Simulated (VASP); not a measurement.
## HgSe (relaxed from the zinc blende structure, space group F-43m): computed properties

Calculation: PBEsol GGA, VASP's PBE PAW potentials (set 64) (plane waves; VASP 6.6.1).

| Property | Result |
|---|---|
| space group | F-43m (216) |
| cell | a = b = c = 6.1459 Å, α = β = γ = 90.00° |
| volume per atom | 29.02 Å^3/atom |
| band gap (over mesh and band path) | none (metal, semimetal or under 0.01 eV) |
| density | 8.00 g/cm³ |

```cif
data_HgSe
_chemical_formula_sum 'Hg1 Se1'
_space_group_name_H-M_alt 'P 1'
_space_group_IT_number 1
_cell_length_a 4.34580
_cell_length_b 4.34580
_cell_length_c 4.34580
_cell_angle_alpha 60.000
_cell_angle_beta 60.000
_cell_angle_gamma 60.000
loop_
_space_group_symop_operation_xyz
  'x, y, z'
loop_
_atom_site_label
_atom_site_type_symbol
_atom_site_fract_x
_atom_site_fract_y
_atom_site_fract_z
_atom_site_occupancy
Hg1 Hg 0.00000 0.00000 0.00000 1
Se1 Se 0.25000 0.25000 0.25000 1
```

Unless said otherwise, spin-orbit coupling is left out, though it shifts the bands of the heavy elements here.

The structure was generated: HgSe was put into the zinc blende type (F-43m), which need not be its known phase. It was relaxed first, which changed the volume by +18 %. Symmetry was kept, so distortions that lower it aren't found.
